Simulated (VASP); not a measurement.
An input for Ansatz (written as the equivalent of a VASP run, and not itself run):

Ansatz 0.2 input:
```yaml
crystal:
  lattice:
    - [-3.0500000, 3.0500000, 3.0500000]
    - [3.0500000, -3.0500000, 3.0500000]
    - [3.0500000, 3.0500000, -3.0500000]
  atoms:
    - { symbol: Cs, position: [0.0000000, 0.0000000, 0.0000000] }
kpoints:
  mp_grid: { grid: [8, 8, 8] }
hamiltonian:
  xc: r2scan
  dispersion: rvv10
  pseudopotentials: { kind: paw }
scf:
  occupations: { method: methfessel_paxton, width: 0.1 }
  max_iter: 100
relax:
  max_steps: 60
  f_tol: 0.01
  cell: {}
output: { forces: true, stress: true, eigenvalues: true }
```

**Question.** Translate this input to VASP (INCAR, KPOINTS, POSCAR, choice of POTCAR).

**Answer.** One answer among several that fit: 
### INCAR
```
PREC = Accurate
SYSTEM = Cs
SIGMA = 0.1
IBRION = 2
LUSE_VDW = .TRUE.
ALGO = Normal   # blocked Davidson
LMAXMIX = 4   # l cut-off of mixed one-centre charges
ENCUT = 520
LCHARG = .FALSE.
BPARAM = 11.95
METAGGA = R2SCAN
ISMEAR = 1   # Methfessel-Paxton
LMIXTAU = .TRUE.
EDIFF = 1E-6   # SCF stop (eV)
NSW = 60
ISIF = 3
CPARAM = 0.0093
NELM = 100   # most electronic steps
LASPH = .TRUE.
LWAVE = .FALSE.
EDIFFG = -0.01
LREAL = .FALSE.
```

KPOINTS:
```
Automatic mesh
0
Gamma
8 8 8
0 0 0
```

File POSCAR:
```
Cs
1
   -3.0500000000     3.0500000000     3.0500000000
    3.0500000000    -3.0500000000     3.0500000000
    3.0500000000     3.0500000000    -3.0500000000
Cs
1
Direct
  0.0000000000   0.0000000000   0.0000000000
```

POTCAR, in this order: Cs_sv (PBE.64 set). Program: vasp_std.

The two are equivalent in intent, not identical: each code has its own PAW files, so the cut-off isn't converted (ENCUT is set for VASP's; basis.ecutwfc is left out, and Ansatz then takes the one that its files recommend); Ansatz stops its SCF on the density residual and VASP on the energy change (EDIFF).

The compound is Cs in the bcc structure. This run relaxes it. Symmetry was kept, so distortions that lower it aren't found.
